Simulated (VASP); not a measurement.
Data:

```
Ho
1.0
    1.74161    -3.01656     0.00000
    1.74161     3.01656     0.00000
    0.00000     0.00000     5.40330
Ho
2
Cartesian
  1.74161   1.00552   1.35082
  1.74161  -1.00552   4.05247
```

Level of theory: PBE GGA, VASP's PBE PAW potentials (set 64) (plane waves; VASP). Numerical set-up: 480 eV cut-off, 12×12×6 Γ-centred mesh, first-order Methfessel-Paxton smearing of 0.10 eV, potentials Ho_3.

The 4f electrons are frozen in the core of the lanthanide potential, so 4f levels, which can set the real gap, and their magnetism are missing.

Estimate the energy per atom (σ→0), pressure, band gap (on the k-mesh) with the smallest direct gap where there is one.

| Quantity | Result |
|---|---|
| band gap (on the k-mesh) | none (metal, semimetal or under 0.01 eV) |
| energy per atom (σ→0) | -4471 meV/atom |
| pressure | 4.98 GPa |

The compound is Ho in the hcp structure. It was relaxed first under an external pressure of 5 GPa.
